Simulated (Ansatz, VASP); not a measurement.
## TaMo4: VASP beside Ansatz

```xyz
5
Lattice="5.9637 0.0000 0.0000 0.0000 5.9637 0.0000 0.0000 0.0000 2.6186" Properties=species:S:1:pos:R:3 pbc="T T T"
Ta    0.0000    0.0000    1.3093
Mo    1.1860    2.9818    1.3093
Mo    4.7776    2.9818    1.3093
Mo    2.9818    4.7776    1.3093
Mo    2.9818    1.1860    1.3093
```

Alike in both runs: functional PBE; k mesh 4 × 4 × 6; occupations gaussian, width 0.1 eV; no spin polarisation.

Ansatz relaxed the structure, and its values are those at the end. VASP's run is a single point on that final structure, the one shown.

|  | VASP | Ansatz |
| --- | --- | --- |
| version | VASP 6.6.1 | Ansatz 0.2.0 |
| potentials or method | VASP PAW PBE potentials, release 64 (Ta_pv, Mo_sv) | scalar-relativistic, plane waves, PAW |
| plane-wave cutoff (eV) | 520 | 420 |
| valence electrons in the cell | 67 | 69 |

Ansatz gave:

- gap on the k mesh at the Fermi level (eV): none
- pressure (GPa): -0.1
- rms of the force components (eV/Å): 0.019

Problem. Estimate VASP's values.

Solution. gap on the k mesh at the Fermi level (eV): none; pressure (GPa): 0.4; rms of the force components (eV/Å): 0.002.

A gap of «none» marks a metal or a gap that the smearing closes. The functional is the same, so the differences come from potentials, cutoffs and numerics. The two sets of potentials don't hold the same shells in valence.

Caveats: the k mesh is coarse (spacing up to 0.40 Å⁻¹), so the values aren't converged. The runs have no spin-orbit coupling, so splittings on Ta are missing.
